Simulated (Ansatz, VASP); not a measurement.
# Ga32Sb19P13 (GaP0.40Sb0.60, zinc blende) in two plane-wave programs

One calculation is typed for both programs; each brings its own data sets. How far apart do they land? The cell is invented: As first built, before any earlier steps moved the atoms (in the runner's words): 2x2x2 conventional cells of the GaSb type (64 atoms: 13 P, 32 Ga, 19 Sb); Sb/P share their sites, the best of 600 random draws by like-pair counts in two shells; start lattice by linear mixing of the end members' cells; atoms moved at random by 0.02 A. It may not be a known or stable phase. The structure shown is the end of the Ansatz relaxation below.

Calculated with Ansatz 0.2.0; plane waves, with VASP 6.6.1 beside it; single point at PBEsol.

## 1. Starting point

The cell holds 64 atoms: 13 P, 32 Ga and 19 Sb. Cell: a = 11.669 Å, b = 11.668 Å, c = 11.668 Å, α = 90.0°, β = 90.0°, γ = 90.0°. It derives from GaSb (GaSb type, space group 216), repeated 2×2×2. As first built, before any earlier steps moved the atoms (in the runner's words): 2x2x2 conventional cells of the GaSb type (64 atoms: 13 P, 32 Ga, 19 Sb); Sb/P share their sites, the best of 600 random draws by like-pair counts in two shells; start lattice by linear mixing of the end members' cells; atoms moved at random by 0.02 A.

## 2. Ansatz: relaxation, PBEsol

Ansatz runs on its default PAW (the set named soft_2) files.

This run makes the geometry at which the two programs are then compared.

Input file input.yaml:

```yaml
crystal:
  lattice:
    - [11.702, 0.0, 0.0]
    - [0.0, 11.702, 0.0]
    - [0.0, 0.0, 11.702]
  atoms:
    - { symbol: P, position: [0.12692, 0.12497, 0.37288] }
    - { symbol: P, position: [0.12526, 0.37377, 0.12555] }
    - { symbol: P, position: [0.12516, 0.37285, 0.62632] }
    - { symbol: P, position: [0.37606, 0.12661, 0.62518] }
    - { symbol: P, position: [0.3742, 0.37698, 0.8751] }
    - { symbol: P, position: [0.12634, 0.62491, 0.37318] }
    - { symbol: P, position: [0.12431, 0.87278, 0.12343] }
    - { symbol: P, position: [0.37427, 0.87395, 0.37886] }
    - { symbol: P, position: [0.12342, 0.62431, 0.87569] }
    - { symbol: P, position: [0.37849, 0.87511, 0.87599] }
    - { symbol: P, position: [0.87461, 0.12344, 0.62392] }
    - { symbol: P, position: [0.62655, 0.87482, 0.62505] }
    - { symbol: P, position: [0.87495, 0.87715, 0.87771] }
    - { symbol: Ga, position: [8.0e-05, 0.99916, 0.99934] }
    - { symbol: Ga, position: [0.99751, 0.24951, 0.25101] }
    - { symbol: Ga, position: [0.25096, 0.99902, 0.24997] }
    - { symbol: Ga, position: [0.24931, 0.25007, 0.00171] }
    - { symbol: Ga, position: [0.00045, 0.99875, 0.49932] }
    - { symbol: Ga, position: [0.99883, 0.2502, 0.74944] }
    - { symbol: Ga, position: [0.24773, 0.99899, 0.75118] }
    - { symbol: Ga, position: [0.24809, 0.24826, 0.50048] }
    - { symbol: Ga, position: [0.00345, 0.50052, 0.99857] }
    - { symbol: Ga, position: [0.99945, 0.75081, 0.25252] }
    - { symbol: Ga, position: [0.25257, 0.49826, 0.24915] }
    - { symbol: Ga, position: [0.24959, 0.75, 0.00106] }
    - { symbol: Ga, position: [0.00058, 0.49981, 0.50255] }
    - { symbol: Ga, position: [0.00014, 0.74753, 0.75002] }
    - { symbol: Ga, position: [0.24921, 0.49968, 0.75314] }
    - { symbol: Ga, position: [0.25085, 0.74779, 0.50025] }
    - { symbol: Ga, position: [0.50079, 0.99927, 0.00147] }
    - { symbol: Ga, position: [0.49918, 0.25117, 0.24902] }
    - { symbol: Ga, position: [0.74864, 0.00145, 0.24748] }
    - { symbol: Ga, position: [0.75346, 0.24975, 0.99653] }
    - { symbol: Ga, position: [0.49792, 0.99848, 0.49624] }
    - { symbol: Ga, position: [0.50258, 0.25451, 0.74881] }
    - { symbol: Ga, position: [0.75084, 0.00344, 0.74924] }
    - { symbol: Ga, position: [0.75114, 0.25167, 0.49724] }
    - { symbol: Ga, position: [0.50052, 0.5019, 0.00021] }
    - { symbol: Ga, position: [0.50034, 0.7521, 0.25229] }
    - { symbol: Ga, position: [0.7499, 0.49674, 0.24946] }
    - { symbol: Ga, position: [0.74992, 0.75006, 0.00032] }
    - { symbol: Ga, position: [0.49883, 0.50007, 0.49755] }
    - { symbol: Ga, position: [0.50388, 0.74943, 0.74924] }
    - { symbol: Ga, position: [0.75235, 0.49975, 0.75035] }
    - { symbol: Ga, position: [0.75377, 0.74847, 0.50008] }
    - { symbol: Sb, position: [0.37559, 0.12654, 0.12374] }
    - { symbol: Sb, position: [0.37418, 0.3721, 0.37648] }
    - { symbol: Sb, position: [0.12438, 0.12408, 0.87551] }
    - { symbol: Sb, position: [0.3769, 0.62372, 0.12174] }
    - { symbol: Sb, position: [0.12333, 0.8759, 0.62537] }
    - { symbol: Sb, position: [0.37361, 0.62555, 0.62433] }
    - { symbol: Sb, position: [0.62503, 0.12356, 0.37264] }
    - { symbol: Sb, position: [0.62533, 0.37577, 0.12498] }
    - { symbol: Sb, position: [0.87223, 0.12608, 0.1267] }
    - { symbol: Sb, position: [0.87397, 0.37476, 0.37481] }
    - { symbol: Sb, position: [0.62439, 0.12495, 0.87659] }
    - { symbol: Sb, position: [0.62592, 0.37192, 0.62444] }
    - { symbol: Sb, position: [0.87463, 0.37307, 0.87068] }
    - { symbol: Sb, position: [0.62641, 0.62563, 0.37568] }
    - { symbol: Sb, position: [0.62447, 0.87709, 0.12785] }
    - { symbol: Sb, position: [0.87702, 0.62617, 0.12775] }
    - { symbol: Sb, position: [0.87534, 0.87601, 0.3729] }
    - { symbol: Sb, position: [0.62438, 0.62674, 0.87654] }
    - { symbol: Sb, position: [0.87612, 0.6249, 0.62212] }
kpoints:
  mp_grid: { grid: [2, 2, 2], shift: [0.5, 0.5, 0.5] }
hamiltonian:
  xc: pbesol
scf:
  occupations: { method: fermi_dirac, width: 0.01 }
output:
  forces: true
  stress: true
relax:
  f_tol: 0.02
  max_steps: 45
  cell: { stress_tol: 0.1 }
```

Command:

```bash
ansatz run input.yaml --threads 32 --pin off --max-ram 143360MiB --backend cuda --events-out ev --progress --plain --runs-dir out
```

Numbers of over 12 decimals in the logs are rounded to 6 here.

Log:

```text
Engine: ansatz 0.2.0, aarch64-unknown-linux-gnu
Pseudopotentials: kind: paw
Pseudopotential: P, paw, valence charge 5, recommended cutoff 420 eV (normal), P.paw.azcp
Pseudopotential: Ga, paw, valence charge 13, recommended cutoff 420 eV (normal), Ga.paw.azcp
Pseudopotential: Sb, paw, valence charge 15, recommended cutoff 420 eV (normal), Sb.paw.azcp
device memory: the entry about to start is reckoned to put 20.4 GiB on a device that reports 182.5 GiB free
GPU FFT provider: cuFFT
GPU libraries: cuBLAS 13.8.1, cuFFT 12.4.0, cuSOLVER 12.3.2
GPU matrix products: emulated (plane waves: as basis.precision tells), large ones in fixed point in workspaces of 1.00 GiB
Crystal: 64 atoms, lattice volume = 1602.434 Å³
Basis set: ecut = 420 eV, 31439 PW (Γ), exchange–correlation on 160×160×160 points (8 copies of the dense FFT grid, shifted against one another)
Bands: 460, of which v1, the nominal top of the filled ones, is band 383 counted from 1 (382 counted from 0)
k-points: 4 of 8 (time reversal used)
PAW frozen core: P, regenerated for the run's functional, and the local potential with it (the file was generated under x = pbe(κ = 0.804, μ = 0.219515), c = pbe(β = 0.066725))
PAW frozen core: Ga, regenerated for the run's functional, and the local potential with it (the file was generated under x = pbe(κ = 0.804, μ = 0.219515), c = pbe(β = 0.066725))
PAW frozen core: Sb, regenerated for the run's functional, and the local potential with it (the file was generated under x = pbe(κ = 0.804, μ = 0.219515), c = pbe(β = 0.066725))
GPU buffer pool allocated for 512000 grid points (all kernels)
GPU transforms: local potential and band sums: pruned to the plane-wave sphere, on 80×80×80
relax step   1: F+E_penalty+E_count = -251162.65010688 eV  Δ(F+E_penalty+E_count) = +0.000e0 eV  max|allowed force component| = 2.232e0 eV/Å  Δτ_max = 0.0000 Å  P = +0.889 GPa  Ω = 1602.434 Å³  (10 SCF iters, dr2 threshold 1.00e-7 eV, accepted)
[...]
relax step   2: F+E_penalty+E_count = -251167.69560890 eV  Δ(F+E_penalty+E_count) = -5.046e0 eV  max|allowed force component| = 6.660e-1 eV/Å  Δτ_max = 0.1948 Å  P = -0.917 GPa  Ω = 1619.051 Å³  energy of the carried Pulay correction = -3.547e-3 eV  (8 SCF iters, dr2 threshold 6.40e-6 eV, accepted)
[...]
relax step   3: F+E_penalty+E_count = -251168.45595661 eV  Δ(F+E_penalty+E_count) = -7.603e-1 eV  max|allowed force component| = 1.221e-1 eV/Å  Δτ_max = 0.1228 Å  P = -0.221 GPa  Ω = 1593.684 Å³  energy of the carried Pulay correction = +1.883e-3 eV  (7 SCF iters, dr2 threshold 6.40e-6 eV, accepted)
[...]
relax step   4: F+E_penalty+E_count = -251168.46730603 eV  Δ(F+E_penalty+E_count) = -1.135e-2 eV  max|allowed force component| = 1.105e-2 eV/Å  Δτ_max = 0.0193 Å  P = -0.021 GPa  Ω = 1588.520 Å³  energy of the carried Pulay correction = +2.999e-3 eV  (5 SCF iters, dr2 threshold 9.32e-7 eV, accepted)
[...]
relax step   5: F+E_penalty+E_count = -251168.46452152 eV  Δ(F+E_penalty+E_count) = +2.785e-3 eV  max|allowed force component| = 1.103e-2 eV/Å  Δτ_max = 0.0000 Å  P = -0.020 GPa  Ω = 1588.520 Å³  stress off target by 3.55e-2 GPa  SCF on the basis re-selected at this cell (its energy is not comparable with the rows above)  (6 SCF iters)
basis re-selected at this cell: Δ(F+E_penalty+E_count) = +2.785e-3 eV, ΔP = +0.000 GPa vs the last step (what re-selecting the basis moved, of the pressure what is left beyond the Pulay correction that the steps carried, after the strain that the cell walked since its last selection, with what the two solves' SCF thresholds leave and, on support functions, any second-order correction that the steps lacked; it is no m [...]
SCF converged after 6 iterations
Free energy (F): -251168.464522 eV
Internal energy: -251168.464522 eV  (E = F + TS)
E sigma→0 (E₀):  -251168.464522 eV
Fermi energy:    7.848237 eV
--- Forces (eV/Å), atoms counted from 1 ---
  max |Σ_I F_I| component: 1.34e-6 eV/Å
--- Stress (GPa, compression-positive) ---
       -0.014474       0.015796      -0.012328
        0.015796      -0.023495      -0.010217
       -0.012328      -0.010217      -0.023269
  P = ⅓ Tr σ = -0.0204 GPa (-0.204 kbar)
--- Band table (eV) ---
--- Relaxed structure (4 steps of the walk, 4 accepted, 1 SCFs on fresh bases) ---
  F+E_penalty+E_count = -251168.46452152 eV   max|allowed force component| = 1.103e-2 eV/Å   (the final SCF, on the basis selected at the relaxed cell)
  cell:  # Å, volume = 1588.5201 Å³
    - [11.668620, -0.00253301, 0.00126792]
    - [-0.00253301, 11.667781, 0.00265406]
    - [0.00126792, 0.00265406, 11.667693]
  atoms:
    [... one line an atom ...]
```

## 3. VASP: single point, PBEsol

The same cell, functional, mesh and smearing now go to VASP, with its own data sets.

Lines of VASP's logs that name or quote its potential files are left out, and so is its time.

Input file INCAR:

```
SYSTEM = Ga32Sb19P13
PREC = Accurate
ENCUT = 400
EDIFF = 1E-06
NELM = 120
ISMEAR = -1
SIGMA = 0.01
LREAL = Auto
ALGO = Normal
GGA = PS
NBANDS = 336
LORBIT = 11
LWAVE = .FALSE.
LCHARG = .FALSE.
ISIF = 2
ISYM = 0
LASPH = .TRUE.
GGA_COMPAT = .FALSE.
EFERMI = MIDGAP
KPAR = 4
```

Input file POSCAR:

```
Ga32Sb19P13
1.0
   11.6686200000     -0.0025330000      0.0012680000
   -0.0025330000     11.6677810000      0.0026540000
    0.0012680000      0.0026540000     11.6676930000
P Ga Sb
13 32 19
Direct
    0.1287300000      0.1248800000      0.3785200000
    0.1290100000      0.3778900000      0.1255100000
    0.1285300000      0.3713600000      0.6243500000
    0.3700800000      0.1212800000      0.6262600000
    0.3631100000      0.3748100000      0.8713300000
    0.1292600000      0.6244400000      0.3719400000
    0.1293400000      0.8713700000      0.1248400000
    0.3665400000      0.8785600000      0.3792000000
    0.1289300000      0.6249700000      0.8779300000
    0.3703600000      0.8747200000      0.8702700000
    0.8807000000      0.1210100000      0.6250800000
    0.6215600000      0.8830400000      0.6292100000
    0.8805200000      0.8746600000      0.8718100000
    0.0039300000      0.9808100000      0.9997300000
    0.0244500000      0.2488800000      0.2488500000
    0.2398700000      0.9932300000      0.2590300000
    0.2467100000      0.2675100000      0.0015400000
    0.0022200000      0.0184400000      0.4997700000
    0.0017100000      0.2473300000      0.7305300000
    0.2664300000      0.9994300000      0.7496600000
    0.2429200000      0.2374100000      0.5105900000
    0.0218500000      0.4990100000      0.0001800000
    0.0204200000      0.7494400000      0.2518400000
    0.2326700000      0.5007400000      0.2489200000
    0.2436400000      0.7583600000      0.9893100000
    0.0228200000      0.5026600000      0.5008200000
    0.0039400000      0.7477300000      0.7683100000
    0.2389300000      0.4938700000      0.7563700000
    0.2474500000      0.7480700000      0.4826600000
    0.4862200000      0.9893600000      0.9886700000
    0.4980900000      0.2467900000      0.2524500000
    0.7500500000      0.9994400000      0.2491800000
    0.7542800000      0.2461500000      0.9965200000
    0.4875000000      0.9937400000      0.5110600000
    0.4758900000      0.2479300000      0.7490800000
    0.7618000000      0.9936900000      0.7408200000
    0.7617100000      0.2375500000      0.5119800000
    0.4857400000      0.4934500000      0.9866000000
    0.4853500000      0.7619000000      0.2591800000
    0.7531800000      0.5041800000      0.2499300000
    0.7616400000      0.7586600000      0.9904900000
    0.4973900000      0.4982100000      0.5013100000
    0.4977500000      0.7697700000      0.7494300000
    0.7498000000      0.4998500000      0.7494300000
    0.7419300000      0.7637300000      0.5138100000
    0.3665200000      0.1221500000      0.1237300000
    0.3635400000      0.3717300000      0.3774800000
    0.1275600000      0.1244700000      0.8727500000
    0.3660600000      0.6277800000      0.1225800000
    0.1267700000      0.8763800000      0.6248100000
    0.3694500000      0.6285100000      0.6276400000
    0.6229900000      0.1191000000      0.3839400000
    0.6225600000      0.3755000000      0.1206300000
    0.8860100000      0.1217800000      0.1253000000
    0.8862900000      0.3722800000      0.3777400000
    0.6212400000      0.1200800000      0.8669300000
    0.6216500000      0.3671300000      0.6282200000
    0.8855000000      0.3749600000      0.8713100000
    0.6223300000      0.6328100000      0.3787600000
    0.6212200000      0.8741200000      0.1211700000
    0.8873500000      0.6281200000      0.1215200000
    0.8814000000      0.8767400000      0.3778200000
    0.6217300000      0.6311100000      0.8718400000
    0.8815500000      0.6277900000      0.6265100000
```

Input file KPOINTS:

```
Points of the shifted mesh
8
Reciprocal
 0.2500000000  0.2500000000  0.2500000000 1
 0.2500000000  0.2500000000  0.7500000000 1
 0.2500000000  0.7500000000  0.2500000000 1
 0.2500000000  0.7500000000  0.7500000000 1
 0.7500000000  0.2500000000  0.2500000000 1
 0.7500000000  0.2500000000  0.7500000000 1
 0.7500000000  0.7500000000  0.2500000000 1
 0.7500000000  0.7500000000  0.7500000000 1
```

Potentials, in the order of the species: P, Ga_d and Sb (PBE family, release 64).

Command:

```bash
mpirun -np 8 vasp_std
```

Log:

```text
[banner, memory and clock lines left out]
running    8 mpi-ranks, on    1 nodes
[...]
|                                                                             |
|           W    W    AA    RRRRR   N    N  II  N    N   GGGG   !!!           |
|           W    W   A  A   R    R  NN   N  II  NN   N  G    G  !!!           |
|           W    W  A    A  R    R  N N  N  II  N N  N  G       !!!           |
|           W WW W  AAAAAA  RRRRR   N  N N  II  N  N N  G  GGG   !            |
|           WW  WW  A    A  R   R   N   NN  II  N   NN  G    G                |
|           W    W  A    A  R    R  N    N  II  N    N   GGGG   !!!           |
|                                                                             |
|     For optimal performance we recommend to set                             |
|       NCORE = 2 up to number-of-cores-per-socket                            |
|     NCORE specifies how many cores store one orbital (NPAR=cpu/NCORE).      |
|     This setting can greatly improve the performance of VASP for DFT.       |
[...]
|                                                                             |
|     You enforced a specific xc type in the INCAR file but a different       |
|     [... a line on the potential file left out ...]
|     I HOPE YOU KNOW WHAT YOU ARE DOING!                                     |
|                                                                             |

 LDA part: xc-table for (Slater+PW92), standard interpolation
 POSCAR, INCAR and KPOINTS ok, starting setup
[...]
entering main loop
       N       E                     dE             d eps       ncg     rms          rms(c)
DAV:   1     0.612952818239E+04    0.61295E+04   -0.19635E+05  5376   0.198E+03
DAV:   2     0.984023344585E+03   -0.51455E+04   -0.50356E+04  5888   0.559E+02
DAV:   3    -0.129381091705E+03   -0.11134E+04   -0.10143E+04  6144   0.195E+02
DAV:   4    -0.278849188505E+03   -0.14947E+03   -0.14598E+03  6736   0.634E+01
[...]
DAV:  16    -0.280474812102E+03   -0.18114E-04   -0.25608E-04  8624   0.545E-02    0.211E-02
DAV:  17    -0.280474812127E+03   -0.25204E-07   -0.31440E-05  6264   0.223E-02    0.123E-02
DAV:  18    -0.280474811582E+03    0.54538E-06   -0.96979E-06  6872   0.242E-02
   1 F= -.28047481E+03 E0= -.28047481E+03  d E =-.482616E-15
```

OUTCAR, selected parts (step 3):

```text
  Total       -1.1457635     -1.2596330     -1.2720941      0.1559685     -0.0978698     -0.1224754
  in kB       -1.1556142     -1.2704627     -1.2830309      0.1573095     -0.0987113     -0.1235284
  external PRESSURE =      -1.2363692 kB  Pullay stress =       0.0000000 kB

 POSITION                                       TOTAL-FORCE (eV/Angst)
 -----------------------------------------------------------------------------------
      1.50227      1.45775      4.41695        -0.001984     -0.004840      0.010016
      1.50457      4.40914      1.46558        -0.002531      0.001972      0.001994
      1.49962      4.33428      7.28587        -0.008593     -0.005600      0.004755
      4.31881      1.41579      7.30780        -0.004168     -0.001892      0.005923
      4.23715      4.37459     10.16787        -0.005733     -0.003797      0.001697
      1.50718      7.28649      4.34150        -0.005064      0.002191     -0.001361
      1.50717     10.16696      1.45907         0.002571     -0.004449      0.007148
      4.27527     10.25092      4.42719        -0.012529     -0.005424      0.002213
      1.50397      7.29402     10.24524         0.003023     -0.000081      0.007472
      4.32048     10.20741     10.15683         0.006517      0.000872      0.001670
     10.27704      1.41135      7.29468         0.011025      0.001634     -0.001503
      7.25131     10.30321      7.34456        -0.001235     -0.006649      0.007672
     10.27334     10.20542     10.17545         0.002539     -0.006832      0.001149
      0.04464     11.44652     11.66715        -0.005992     -0.013843     -0.007875
[...]
-----------------------------------------------------------------------------------
    total drift:                               -0.004514      0.013985      0.037197

  FREE ENERGIE OF THE ION-ELECTRON SYSTEM (eV)
  ---------------------------------------------------
  free  energy   TOTEN  =      -280.4748115821 eV

  energy  without entropy=     -280.4748115821  energy(sigma->0) =     -280.47481158

[... 2 further parts left out ...]
```

The run ends at a pressure of -0.12 GPa, with forces up to 0.024 eV/Å.

## 4. Side by side

Known differences besides the potentials themselves: the data sets hold 766 valence electrons in Ansatz (on its default PAW (the set named soft_2) files) and 576 in VASP; the cutoff is 420 eV in Ansatz and 400 eV in VASP (PREC = Accurate, projectors in real space); Ansatz makes its cores anew for this functional, VASP keeps those of its PBE data sets. Total energies have different zeros and are not compared.

Compared:

| quantity | Ansatz | VASP | difference |
| --- | --- | --- | --- |
| gap on the k mesh (eV) | 0.693 | 0.688 | +0.005 |

A gap on the mesh is an upper bound, since the band edges may lie between its points.

## 5. What came out

```yaml
difference_in_gap_on_the_k_mesh_single_point_pbesol: 0.0051 eV
```

**Reading.** The difference in gap on the k mesh is 0.0051 eV (single point, PBEsol), within the 0.08 eV picked in this series as the mark of a large difference. The data sets hold unlike numbers of valence electrons (766 in Ansatz and 576 in VASP), so part of the differences comes from the potentials. Such differences can come from data sets, numerical settings and the points named under the comparisons, not from the functional's error against experiment.

[Lines on the potential files, build, host, timing and source positions are cut from VASP's logs without a mark.]

[Logs are printed without paths, hosts, clocks, repeated set-up lines and the standing remarks that a program may print on its own settings, such as how far it seeks lower states.]

[Hosts, paths, dates, database ids (printed as entryN), source tags and the programs' standing remarks are cut or masked in the printed files.]
